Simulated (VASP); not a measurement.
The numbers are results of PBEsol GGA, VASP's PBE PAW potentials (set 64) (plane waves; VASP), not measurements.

VASP input:

**KPOINTS**
```
Automatic mesh
0
Gamma
13 13 13
0 0 0
```

**INCAR**
```
LMAXMIX = 6   # l cut-off of mixed one-centre charges
ALGO = Normal
NELM = 100   # most electronic steps
LCHARG = .TRUE.
SYSTEM = TaAs
ISIF = 2
NEDOS = 601
PREC = Accurate
EDIFF = 1E-7   # SCF stop (eV)
LREAL = .FALSE.   # projection in real space or not
LWAVE = .FALSE.
ISMEAR = -5
ENCUT = 400   # plane-wave cut-off (eV)
LORBIT = 11
GGA = PS   # PBEsol
LASPH = .TRUE.   # aspherical one-centre terms
```

**POSCAR**
```
TaAs
3.182880
  0.9999998832   0.0000000000   0.0000000000
  0.0000000000   0.9999998832   0.0000000000
  0.0000000000   0.0000000000   0.9999998832
Ta As
1 1
direct
  0.0000000000   0.0000000000   0.0000000000
  0.5000000000   0.5000000000   0.5000000000
```

POTCAR, in this order: Ta_pv As (PBE.64 set). Program: vasp_std.

The resulting files:

**OUTCAR**
```
 ion  position               nearest neighbor table
   1  0.000  0.000  0.000-   2 2.76   2 2.76   2 2.76   2 2.76   2 2.76   2 2.76   2 2.76   2 2.76
  LATTYP: Found a simple cubic cell.
 ALAT       =     3.1828796282
 Subroutine PRICEL returns:
 Original cell was already a primitive cell.
 Subroutine GETGRP returns: Found 48 space group operations
The static configuration has the point symmetry O_h .
The dynamic configuration has the point symmetry O_h .
 Subroutine INISYM returns: Found 48 space group operations
 Subroutine IBZKPT returns following result:
 Found     84 irreducible k-points:

 Following reciprocal coordinates:
            Coordinates               Weight
  0.000000  0.000000  0.000000      1.000000
  0.076923  0.000000  0.000000      6.000000
  0.153846  0.000000  0.000000      6.000000
  0.230769  0.000000  0.000000      6.000000
  0.307692  0.000000  0.000000      6.000000
  0.384615  0.000000  0.000000      6.000000
  0.461538  0.000000  0.000000      6.000000
  0.076923  0.076923  0.000000     12.000000
  0.153846  0.076923  0.000000     24.000000
  0.230769  0.076923  0.000000     24.000000
  0.307692  0.076923  0.000000     24.000000
  0.384615  0.076923  0.000000     24.000000
  0.461538  0.076923  0.000000     24.000000
  0.153846  0.153846  0.000000     12.000000
  0.230769  0.153846  0.000000     24.000000
  0.307692  0.153846  0.000000     24.000000
  0.384615  0.153846  0.000000     24.000000
  0.461538  0.153846  0.000000     24.000000
  0.230769  0.230769  0.000000     12.000000
  0.307692  0.230769  0.000000     24.000000
  0.384615  0.230769  0.000000     24.000000
  0.461538  0.230769  0.000000     24.000000
  0.307692  0.307692  0.000000     12.000000
  0.384615  0.307692  0.000000     24.000000
  0.461538  0.307692  0.000000     24.000000
  0.384615  0.384615  0.000000     12.000000
  0.461538  0.384615  0.000000     24.000000
  0.461538  0.461538  0.000000     12.000000
  0.076923  0.076923  0.076923      8.000000
  0.153846  0.076923  0.076923     24.000000
  0.230769  0.076923  0.076923     24.000000
  0.307692  0.076923  0.076923     24.000000
  0.384615  0.076923  0.076923     24.000000
  0.461538  0.076923  0.076923     24.000000
  0.153846  0.153846  0.076923     24.000000
  0.230769  0.153846  0.076923     48.000000
  0.307692  0.153846  0.076923     48.000000
  0.384615  0.153846  0.076923     48.000000
  0.461538  0.153846  0.076923     48.000000
  0.230769  0.230769  0.076923     24.000000
   k-points           NKPTS =     84   k-points in BZ     NKDIM =     84   number of bands    NBANDS=     12
   number of dos      NEDOS =    601   number of ions     NIONS =      2
   total plane-waves  NPLWV =  13824
   dimension x,y,z NGX =    24 NGY =   24 NGZ =   24
   dimension x,y,z NGXF=    48 NGYF=   48 NGZF=   48
   ions per type =               1   1
   PREC   = accura    normal or accurate (medium, high low for compatibility)
   ISTART =      0    job   : 0-new  1-cont  2-samecut
   ICHARG =      2    charge: 1-file 2-atom 10-const
   ISPIN  =      1    spin polarized calculation?
   LNONCOLLINEAR =      F non collinear calculations
   LSORBIT =      F    spin-orbit coupling
   INIWAV =      1    electr: 0-lowe 1-rand  2-diag
   ENCUT  =  400.0 eV  29.40 Ry    5.42 a.u.   5.19  5.19  5.19*2*pi/ulx,y,z
   NELM   =    100;   NELMIN=  2; NELMDL= -5     # of ELM steps
   EDIFF  = 0.1E-06   stopping-criterion for ELM
   LREAL  =      F    real-space projection
   NLSPLINE    = F    spline interpolate recip. space projectors
   LMAXMIX     =    6 max onsite mixed and CHGCAR
   VOSKOWN=      0    Vosko Wilk Nusair interpolation
...
```

**OSZICAR**
```
       N       E                     dE             d eps       ncg     rms          rms(c)
DAV:   1     0.710660641698E+02    0.71066E+02   -0.73740E+03  2016   0.104E+03
DAV:   2    -0.168829720304E+02   -0.87949E+02   -0.83790E+02  2392   0.262E+02
DAV:   3    -0.192036979215E+02   -0.23207E+01   -0.22787E+01  2536   0.399E+01
DAV:   4    -0.192281308417E+02   -0.24433E-01   -0.24397E-01  2312   0.387E+00
DAV:   5    -0.192284610719E+02   -0.33023E-03   -0.33175E-03  2536   0.370E-01    0.148E+01
DAV:   6    -0.184034936229E+02    0.82497E+00   -0.19178E+00  2344   0.125E+01    0.642E+00
DAV:   7    -0.183522862734E+02    0.51207E-01   -0.11893E-01  2480   0.312E+00    0.255E+00
DAV:   8    -0.183397110583E+02    0.12575E-01   -0.18522E-02  2412   0.915E-01    0.175E-01
DAV:   9    -0.183396179157E+02    0.93143E-04   -0.71750E-04  2408   0.213E-01    0.754E-02
DAV:  10    -0.183395999634E+02    0.17952E-04   -0.13347E-04  2312   0.129E-01    0.152E-02
DAV:  11    -0.183395982278E+02    0.17356E-05   -0.85500E-06  2352   0.342E-02    0.772E-03
DAV:  12    -0.183395978550E+02    0.37279E-06   -0.22445E-07  2304   0.508E-03    0.515E-04
DAV:  13    -0.183395976888E+02    0.16619E-06   -0.20911E-08  1284   0.137E-03    0.383E-04
DAV:  14    -0.183395977214E+02   -0.32663E-07   -0.34851E-09  1160   0.706E-04
   1 F= -.18339598E+02 E0= -.18339598E+02  d E =0.000000E+00
```

File OUTCAR:
```
------------------------ aborting loop because EDIFF is reached ----------------------------------------
  FORCE on cell =-STRESS in cart. coord.  units (eV):
  Direction    XX          YY          ZZ          XY          YZ          ZX
  --------------------------------------------------------------------------------------
  Total       -0.0376953     -0.0376953     -0.0376953      0.0000000      0.0000000     -0.0000000
  in kB       -1.8729957     -1.8729957     -1.8729957      0.0000000      0.0000000     -0.0000000
  external PRESSURE =      -1.8729957 kB  Pullay stress =       0.0000000 kB
  volume of cell :       32.24
      direct lattice vectors                 reciprocal lattice vectors
     3.182879628  0.000000000  0.000000000     0.314180904  0.000000000  0.000000000
     0.000000000  3.182879628  0.000000000     0.000000000  0.314180904  0.000000000
     0.000000000  0.000000000  3.182879628     0.000000000  0.000000000  0.314180904
 POSITION                                       TOTAL-FORCE (eV/Angst)
 -----------------------------------------------------------------------------------
      0.00000      0.00000      0.00000         0.000000      0.000000      0.000000
      1.59144      1.59144      1.59144         0.000000      0.000000      0.000000
 -----------------------------------------------------------------------------------
    total drift:                                0.000000      0.000000      0.000000
  FREE ENERGIE OF THE ION-ELECTRON SYSTEM (eV)
  ---------------------------------------------------
  free  energy   TOTEN  =       -18.3395977214 eV

  energy  without entropy=      -18.3395977214  energy(sigma->0) =      -18.33959772

 total charge

# of ion       s       p       d       tot
------------------------------------------
    1        0.300   6.141   2.404   8.845
    2        1.208   1.600   0.082   2.890
--------------------------------------------------
tot          1.508   7.741   2.486  11.735
```
(Selected blocks of OUTCAR.)

For a metal the tetrahedron method with Blöchl corrections gives inexact stress and forces.

The structure was generated: TaAs was put into the CsCl type type (Pm-3m), which need not be its known phase. It was relaxed first, which changed the volume by -39 %.
